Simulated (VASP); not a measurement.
# TaSeF (P4/mmm) in VASP: further runs

The runs below take TaSeF through relaxation of cell and atoms, with PBE.

Everything below comes from runs of VASP 6.6.1. Logs are shortened: lines on timing, memory, paths and dates and some standing lists are left out, and cuts for length are marked.

## 1. Starting point

The structure is tetragonal, space group P4/mmm (No. 123). The conventional cell has a = 3.670 Å, b = 3.670 Å, c = 4.145 Å, α = 90.00°, β = 90.00°, γ = 90.00°. Ta (site symmetry 4/mmm) is surrounded by 2 F at 2.07 Å. Se (site symmetry 4/mmm) is surrounded by 4 Ta at 2.59 Å. F (site symmetry 4/mmm) is surrounded by 2 Ta at 2.07 Å.

The cell was built by a generator and needn't be a form met in nature.

## 2. Relaxation of cell and atoms, PBE

The input, INCAR:

```
ALGO = Normal
EDIFF = 1E-6
EDIFFG = -0.005
ENCUT = 600
GGA = PE
IBRION = 2
ISIF = 3
ISMEAR = -1
LASPH = T
LCHARG = F
LREAL = F
LWAVE = F
NELM = 100
NSW = 40
PREC = Accurate
SIGMA = 0.05
```

The input, KPOINTS:

```
k-points
0
Gamma
  5 5 5
```

The input, POSCAR:

```
TaSeF
1.0
    3.6698000000      0.0000000000      0.0000000000
    0.0000000000      3.6698000000      0.0000000000
    0.0000000000      0.0000000000      4.1453100000
Ta Se F
1 1 1
Direct
    0.0000000000      0.0000000000      0.5000000000
    0.5000000000      0.5000000000      0.5000000000
    0.0000000000      0.0000000000      0.0000000000
```

Potentials or basis: VASP PAW PBE potentials, release 64 (Ta_pv, Se, F).

On the command line:

```sh
cat potpaw_PBE.64/Ta_pv/POTCAR potpaw_PBE.64/Se/POTCAR potpaw_PBE.64/F/POTCAR > POTCAR
mpirun -np 1 vasp_std > vasp.out
```

OUTCAR:

```text
EDIFF = 1E-6
   EDIFFG = -0.005
   ENCUT = 600
   GGA = PE
   IBRION = 2
   ISIF = 3
   ISMEAR = -1
   LASPH = T
   LREAL = F
   NELM = 100
   NSW = 40
   PREC = Accurate

 ion  position               nearest neighbor table
   1  0.000  0.000  0.500-   3 2.07   3 2.07   2 2.59   2 2.59   2 2.59   2 2.59
   2  0.500  0.500  0.500-   1 2.59   1 2.59   1 2.59   1 2.59
   3  0.000  0.000  0.000-   1 2.07   1 2.07

  LATTYP: Found a simple tetragonal cell.
 ALAT       =     3.6698000000
 C/A-ratio  =     1.1295738187

  Lattice vectors:

 A1 = (   3.6698000000,   0.0000000000,   0.0000000000)
 A2 = (   0.0000000000,   3.6698000000,   0.0000000000)
 A3 = (   0.0000000000,   0.0000000000,   4.1453100000)

Analysis of symmetry for initial positions (statically):
=====================================================================
 Subroutine PRICEL returns:
 Original cell was already a primitive cell.

 Routine SETGRP: Setting up the symmetry group for a
 simple tetragonal supercell.

 Subroutine GETGRP returns: Found 16 space group operations
 (whereof 16 operations were pure point group operations)
 out of a pool of 16 trial point group operations.

The static configuration has the point symmetry D_4h.

Analysis of symmetry for dynamics (positions and initial velocities):
=====================================================================
 Subroutine PRICEL returns:
 Original cell was already a primitive cell.

 Routine SETGRP: Setting up the symmetry group for a
 simple tetragonal supercell.

 Subroutine GETGRP returns: Found 16 space group operations
 (whereof 16 operations were pure point group operations)
 out of a pool of 16 trial point group operations.

The dynamic configuration has the point symmetry D_4h.

 Subroutine INISYM returns: Found 16 space group operations
 (whereof 16 operations are pure point group operations),
 and found     1 'primitive' translations

----------------------------------------------------------------------------------------

                                     Primitive cell

  volume of cell :      55.8267

  direct lattice vectors                    reciprocal lattice vectors
     3.669800000  0.000000000  0.000000000     0.272494414  0.000000000  0.000000000
     0.000000000  3.669800000  0.000000000     0.000000000  0.272494414  0.000000000
     0.000000000  0.000000000  4.145310000     0.000000000  0.000000000  0.241236482

  length of vectors
     3.669800000  3.669800000  4.145310000     0.272494414  0.272494414  0.241236482

  position of ions in fractional coordinates (direct lattice)
     0.000000000  0.000000000  0.500000000
     0.500000000  0.500000000  0.500000000
     0.000000000  0.000000000  0.000000000

  ion indices of the primitive-cell ions
   primitive index   ion index
                 1           1
                 2           2
                 3           3

----------------------------------------------------------------------------------------

 KPOINTS: k-points

Automatic generation of k-mesh.
 Grid dimensions read from file:
 generate k-points for:    5    5    5

 Generating k-lattice:

  Cartesian coordinates                     Fractional coordinates (reciprocal lattice)
     0.054498883  0.000000000  0.000000000     0.200000000  0.000000000  0.000000000
     0.000000000  0.054498883  0.000000000     0.000000000  0.200000000  0.000000000
     0.000000000  0.000000000  0.048247296     0.000000000  0.000000000  0.200000000

  Length of vectors
     0.054498883  0.054498883  0.048247296

  Shift w.r.t. Gamma in fractional coordinates (k-lattice)
     0.000000000  0.000000000  0.000000000

 Subroutine IBZKPT returns following result:
 ===========================================

 Found     18 irreducible k-points:

 Following reciprocal coordinates:
            Coordinates               Weight
  0.000000  0.000000  0.000000      1.000000
  0.200000  0.000000  0.000000      4.000000
  0.400000  0.000000  0.000000      4.000000
  0.200000  0.200000  0.000000      4.000000
  0.400000  0.200000  0.000000      8.000000
  0.400000  0.400000  0.000000      4.000000
[... 10 lines left out ...]
  0.400000  0.200000  0.400000     16.000000
  0.400000  0.400000  0.400000      8.000000
   k-points           NKPTS =     18   k-points in BZ     NKDIM =     18   number of bands    NBANDS=     16
   number of dos      NEDOS =    301   number of ions     NIONS =      3
   total plane-waves  NPLWV =  32400
   dimension x,y,z NGX =    30 NGY =   30 NGZ =   36
   dimension x,y,z NGXF=    60 NGYF=   60 NGZF=   72
   ions per type =               1   1   1
   NGX,Y,Z   is equivalent  to a cutoff of  13.59, 13.59, 14.44 a.u.
   NGXF,Y,Z  is equivalent  to a cutoff of  27.18, 27.18, 28.88 a.u.
 SYSTEM =  unknown system
   PREC   = accura    normal or accurate (medium, high low for compatibility)
   ISTART =      0    job   : 0-new  1-cont  2-samecut
   ICHARG =      2    charge: 1-file 2-atom 10-const
   ISPIN  =      1    spin polarized calculation?
   LNONCOLLINEAR =      F non collinear calculations
   LSORBIT =      F    spin-orbit coupling
   LASPH  =      T    aspherical Exc in radial PAW
   ENCUT  =  600.0 eV  44.10 Ry    6.64 a.u.   7.33  7.33  8.28*2*pi/ulx,y,z
   NELM   =    100;   NELMIN=  2; NELMDL= -5     # of ELM steps
   EDIFF  = 0.1E-05   stopping-criterion for ELM
   LREAL  =      F    real-space projection
   EDIFFG = -.5E-02   stopping-criterion for IOM
   NSW    =     40    number of steps for IOM
   IBRION =      2    ionic relax: 0-MD 1-quasi-New 2-CG
   NFREE  =      1    steps in history (QN), initial steepest desc. (CG)
   ISIF   =      3    stress and relaxation
   ISYM   =      2    0-nonsym 1-usesym 2-fastsym
   POTIM  = 0.5000    time-step for ionic-motion
   TEBEG  =    0.0;   TEEND  =   0.0 temperature during run
   PSTRESS=    0.0 pullay stress
   NELECT =      24.0000    total number of electrons
   NUPDOWN=      -1.0000    fix difference up-down
   EMIN   =  10.00;   EMAX   =-10.00  energy-range for DOS
   EFERMI =   0.00;   METHOD = LEGACY
   ISMEAR =    -1;   SIGMA  =   0.05  broadening in eV -4-tet -1-fermi 0-gaus
   EFERMI_NEDOS =   21; number of points for ismear=-14 and -15
   IALGO  =     38    algorithm
   IMIX   =      4    mixing-type and parameters
     AMIX     =   0.40;   BMIX     =  1.00
     AMIX_MAG =   1.60;   BMIX_MAG =  1.00
  volume/ion in A,a.u.               =      18.61       125.58
  Fermi-wavevector in a.u.,A,eV,Ry     =   1.235562  2.334874 20.770847  1.526614
  Thomas-Fermi vector in A             =   2.370207
   LORBIT       =      0    0 simple, 1 ext, 2 COOP (PROOUT), +10 PAW based schemes
   GGA     = PE    functional components
   LHFCALC =     F    Hartree Fock is set to
   AEXX    =    0.0000 exact exchange contribution
   IVDW    =     0    specifies the selected vdW correction
   LEPSILON=     F    determine dielectric tensor
   LRPA    =     F    only Hartree local field effects (RPA)
 conjugate gradient relaxation of ions
 non-spin polarized calculation
  energy-cutoff  :      600.00
  volume of cell :       55.83
 maximum number of plane-waves:      1889
 NGX is ok and might be reduce to    30
   NGX = 15   NGY = 15   NGZ = 17

--------------------------------------- Ionic step        1  -------------------------------------------

 number of electron      23.9999997 magnetization

 Free energy of the ion-electron system (eV)
  ---------------------------------------------------
  ext. energy  EPLUGINS =         0.00000000
  ---------------------------------------------------
  free energy    TOTEN  =       -20.68210426 eV

  energy without entropy =      -20.66208693  energy(sigma->0) =      -20.67209559

------------------------ aborting loop because EDIFF is reached ----------------------------------------

  FORCE on cell =-STRESS in cart. coord.  units (eV):
  Direction    XX          YY          ZZ          XY          YZ          ZX
  --------------------------------------------------------------------------------------
  -------------------------------------------------------------------------------------
  Total       -0.1683919     -0.1683919      0.3230846      0.0000000      0.0000000     -0.0000000
  in kB       -4.8327019     -4.8327019      9.2722490      0.0000000      0.0000000     -0.0000000
  external PRESSURE =      -0.1310516 kB  Pullay stress =       0.0000000 kB

 VOLUME and BASIS-vectors are now :
 -----------------------------------------------------------------------------
  energy-cutoff  :      600.00
  volume of cell :       55.83
      direct lattice vectors                 reciprocal lattice vectors
     3.669800000  0.000000000  0.000000000     0.272494414  0.000000000  0.000000000
     0.000000000  3.669800000  0.000000000     0.000000000  0.272494414  0.000000000
     0.000000000  0.000000000  4.145310000     0.000000000  0.000000000  0.241236482
[... 112 lines left out ...]
 POSITION                                       TOTAL-FORCE (eV/Angst)
 -----------------------------------------------------------------------------------
     -0.00000      0.00000      2.07971        -0.000000      0.000000      0.000000
      1.83165      1.83165      2.07971         0.000000      0.000000      0.000000
      0.00000      0.00000      0.00000         0.000000      0.000000      0.000000
 -----------------------------------------------------------------------------------
    total drift:                                0.000000     -0.000000      0.000000

  FREE ENERGIE OF THE ION-ELECTRON SYSTEM (eV)
  ---------------------------------------------------
  free  energy   TOTEN  =       -20.6829340514 eV

  energy  without entropy=      -20.6640932300  energy(sigma->0) =      -20.67351364

--------------------------------------- Ionic step        5  -------------------------------------------

 number of electron      23.9999997 magnetization

 Free energy of the ion-electron system (eV)
  ---------------------------------------------------
  ext. energy  EPLUGINS =         0.00000000
  ---------------------------------------------------
  free energy    TOTEN  =       -20.68293571 eV

  energy without entropy =      -20.66414008  energy(sigma->0) =      -20.67353789

 E-fermi :   4.8710     XC(G=0): -10.1156

 val. band max:        4.8540193864   @ k =   0.2000   0.0000   0.0000
 cond. band min:       4.9017917433   @ k =   0.4000   0.0000   0.0000
 fundamental gap:      0.0477723569
 Fermi energy:         4.8709980848

 k-point     1 :       0.0000    0.0000    0.0000
  band No.  band energies     occupation
      1     -31.4661      2.00000
      2     -31.3085      2.00000
      3     -31.3085      2.00000
      4     -21.3345      2.00000
      5     -10.5000      2.00000
      6      -3.0648      2.00000
[... 8 lines left out ...]
     15       4.7697      1.76707
     16       6.0664      0.00000
[... 343 lines left out ...]
 POSITION                                       TOTAL-FORCE (eV/Angst)
 -----------------------------------------------------------------------------------
      3.66250      0.00000      2.07930        -0.000000      0.000000      0.000000
      1.83125      1.83125      2.07930        -0.000000      0.000000      0.000000
      0.00000      0.00000     -0.00000         0.000000      0.000000      0.000000
 -----------------------------------------------------------------------------------
    total drift:                                0.000000     -0.000000     -0.000000

  FREE ENERGIE OF THE ION-ELECTRON SYSTEM (eV)
  ---------------------------------------------------
  free  energy   TOTEN  =       -20.6829357086 eV

  energy  without entropy=      -20.6641400763  energy(sigma->0) =      -20.67353789

 reached required accuracy - stopping structural energy minimisation
```

Wall time 41 s (1 thread of Intel Xeon Platinum 8488C (Sapphire Rapids), shared host); peak memory 0.2 GiB.

What came out:

```yaml
Free_energy: -20.6829 eV
Relaxed_volume: 18.59 Å³/atom
Relaxed_cell: a = 3.662 Å, b = 3.662 Å, c = 4.159 Å, α = 90.00°, β = 90.00°, γ = 90.00°
Space_group_after_relaxing_to_0.05_Å: P4/mmm (No. 123)
Energy_gained_by_relaxing: 0.3 meV/atom
Ionic_steps: 5
Pressure_after_relaxing: 0.0 GPa
Band_gap_on_the_k_mesh: none (metal or under the smearing width)
```

Step by step:
```tsv
step	energy change (eV)	largest force (eV/Å)	pressure (GPa)	volume (Å³)
1	0.0000	0.0000	-0.01	55.83
2	-0.0006	0.0000	-0.05	55.81
3	-0.0008	0.0000	-0.05	55.82
4	-0.0008	0.0000	-0.04	55.82
5	-0.0008	0.0000	0.03	55.78
```

Final structure:
```
CELL_PARAMETERS angstrom
3.66250 0.00000 0.00000
0.00000 3.66250 0.00000
0.00000 0.00000 4.15859
ATOMIC_POSITIONS crystal
Ta 0.00000 0.00000 0.50000
Se 0.50000 0.50000 0.50000
F 0.00000 0.00000 0.00000
```

## 3. Relaxation of cell and atoms, PBE, spin-orbit coupling, no magnetisation

INCAR: that of step 2 with these lines changed.

```diff
@@ -5,2 +5,3 @@
 GGA = PE
+GGA_COMPAT = F
 IBRION = 2
@@ -10,4 +11,9 @@
 LCHARG = F
+LMAXMIX = 4
+LNONCOLLINEAR = T
+LORBIT = 11
 LREAL = F
+LSORBIT = T
 LWAVE = F
+MAGMOM = 0 0 0 0 0 0 0 0 0
 NELM = 100
```

KPOINTS is that of step 2.

POSCAR is that of step 2.

Potentials or basis: VASP PAW PBE potentials, release 64 (Ta_pv, Se, F).

On the command line:

```sh
cat potpaw_PBE.64/Ta_pv/POTCAR potpaw_PBE.64/Se/POTCAR potpaw_PBE.64/F/POTCAR > POTCAR
mpirun -np 1 vasp_ncl > vasp.out
```

Run time: 3.7 min. Hardware: 1 thread of Intel Xeon Platinum 8488C (Sapphire Rapids), shared host; peak memory 0.34 GiB.

The run converged. Its results:

* Free energy: -21.4371 eV
* Relaxed volume: 18.71 Å³/atom
* Relaxed cell: a = 3.672 Å, b = 3.672 Å, c = 4.162 Å, α = 90.00°, β = 90.00°, γ = 90.00°
* Space group after relaxing (to 0.05 Å): P4/mmm (No. 123)
* Energy gained by relaxing: 0.3 meV/atom
* Ionic steps: 7
* Pressure after relaxing: 0.0 GPa
* Valence electrons inside the program's atomic spheres: Ta 8.71; Se 3.98; F 6.10

The path:
```tsv
step	energy change (eV)	largest force (eV/Å)	pressure (GPa)	volume (Å³)
1	0.0000	0.0000	0.63	55.83
2	-0.0001	0.0000	-0.66	56.42
3	-0.0009	0.0000	-0.03	56.13
4	-0.0009	0.0000	-0.04	56.13
5	-0.0009	0.0000	-0.05	56.14
6	-0.0009	0.0000	0.00	56.11
7	-0.0009	0.0000	-0.02	56.12
```

Final structure:
```yaml
crystal:
  lattice:
    - [3.67193, 0.00000, 0.00000]
    - [0.00000, 3.67193, 0.00000]
    - [0.00000, 0.00000, 4.16200]
  atoms:
    - { symbol: Ta, position: [0.00000, 0.00000, 0.50000] }
    - { symbol: Se, position: [0.50000, 0.50000, 0.50000] }
    - { symbol: F, position: [0.00000, 0.00000, 0.00000] }
```
